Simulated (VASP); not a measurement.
**SnSe2: band structure with PBE0**

SnSe2:

```
Sn Se
1.0
     3.84084    0.00000    0.00000
    -1.92042    3.32627    0.00000
     0.00000    0.00000    6.00733
Sn Se
1 2
Direct
  0.00000 0.00000 0.00000
  0.33333 0.66667 0.26551
  0.66667 0.33333 0.73449
```

```yaml
Program: VASP 6.6.1
Task: band structure
Functional: PBE0
Potentials_or_basis: VASP PAW PBE potentials, release 64 (Sn_d, Se)
Cutoff: 520 eV
k_mesh: 6 × 6 × 3
Occupations: gaussian, width 0.03 eV
Spin: no spin polarisation
Grid_for_exact_exchange_PRECFOCK: Fast
Exchange_at_q_=_0: truncated
Further_INCAR_settings: ALGO = Normal; EDIFF = 1e-07
```

```json
{
  "Pressure": "-0.9 GPa",
  "Largest force": "0.596 eV/Å",
  "Band gap on the k mesh": "1.84 eV, indirect (least direct gap 2.20 eV)",
  "Band gap along the path": "2.00 eV, indirect (least direct gap 2.20 eV)"
}
```

Forces on the atoms (eV/Å):
```
Sn   0.000  0.000  0.000
Se   0.000  0.000 -0.596
Se   0.000  0.000  0.596
```

Stress tensor (GPa, compression positive):
```
-0.87  0.00  0.00
 0.00 -0.87  0.00
 0.00  0.00 -1.02
```

Levels at points of the mesh, in eV from the valence-band top:
| k point | band 11 | band 12 | band 13 | band 14 | band 15 | band 16 |
| --- | --- | --- | --- | --- | --- | --- |
| (0.00, 0.00, 0.00) | -0.48 | -0.48 | -0.05 | 2.15 | 4.48 | 6.21 |
| (0.50, 0.00, 0.00) | -2.84 | -1.67 | -0.31 | 2.49 | 5.10 | 6.59 |

Run time: 6.9 min on 4 MPI ranks on Intel(R) Xeon(R) 6975P-C (Granite Rapids), on a shared host, peak memory 0.27 GiB a rank.

Caveat: the PAW data sets were made with another functional, which shifts forces and pressure a little; spin-orbit coupling is left out, which moves the levels of the heavy elements.
